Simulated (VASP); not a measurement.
Wanted: the native input for a VASP 6.6.1 run.

- Task: single point
- Functional: PBE
- Dispersion: D3(BJ)
- Potentials or basis: VASP PAW PBE potentials, release 64 (O, C, S)
- Cutoff: 520 eV
- k mesh: 1 × 1 × 1
- Occupations: fermi-dirac, width 0.02 eV
- Spin: no spin polarisation
- Dipole correction: no
- Further INCAR settings: LREAL = Auto; ALGO = Fast; EDIFF = 1e-06; NBANDS = 63

The structure of CSO lies in POSCAR:

```
CSO
1.0
    8.1822740000      0.0000000000      0.0000000000
    0.0000000000      8.1822740000      0.0000000000
    0.0000000000      0.0000000000      8.1822740000
O C S
6 6 6
Direct
    0.6755701410      0.6102215594      0.4637952726
    0.7316547943      0.1721281883      0.5886260959
    0.3329270078      0.3706304629      0.1215676718
    0.2750091234      0.2026820417      0.7326936253
    0.4351357581      1.0010908948      0.2332970028
    0.8889582529      0.3941813731     -0.0631120395
    0.5855096028      0.6727347434      0.5497371513
    0.8078072184      0.0854407956      0.5051774116
    0.2293983311      0.4373356355      0.1895805494
    0.2204766059      0.0820187640      0.7766545095
    0.5409743062      1.0303248217      0.1389222605
    0.8603720677      0.5367212098     -0.0489961593
    0.4791944147      0.7743324166      0.6660373388
    0.9081949590     -0.0137247909      0.3780611600
    0.0815910100      0.5299993620      0.2633742160
    0.1374801186     -0.0704694074      0.8746346065
    0.6622364394      1.0973110898      0.0057930106
    0.7883994107      0.7133347038     -0.0463074202
```

The cell was built by a generator and needn't be a form met in nature.

One way to write it, as run:

INCAR

```
PREC = Accurate ; ENCUT = 520
EDIFF = 1E-6 ; ISMEAR = -1
SIGMA = 0.02 ; LREAL = Auto
LASPH = True ; NELM = 100
ALGO = Fast ; ISIF = 2
LWAVE = False ; LCHARG = False
GGA = PE ; IVDW = 12
NBANDS = 63
```

KPOINTS

```
regular mesh
0
Gamma
  1 1 1
```

Potentials or basis: VASP PAW PBE potentials, release 64 (O, C, S).

Launch:

```bash
$ cat potpaw_PBE.64/O/POTCAR potpaw_PBE.64/C/POTCAR potpaw_PBE.64/S/POTCAR > POTCAR
$ mpirun -np 1 vasp_gam > vasp.out
```

Results of the run:

The pressure is 0.8 GPa, the largest force is 5.550 eV/Å and the band gap on the k mesh is 4.28 eV, direct. The dispersion energy per atom is -0.071 eV.

Caveat: the standard files for N, O and F lose accuracy on very short bonds.

It took 44 s on 1 thread of Intel(R) Xeon(R) Platinum 8488C (Sapphire Rapids), on a shared host, peak memory 0.54 GiB.
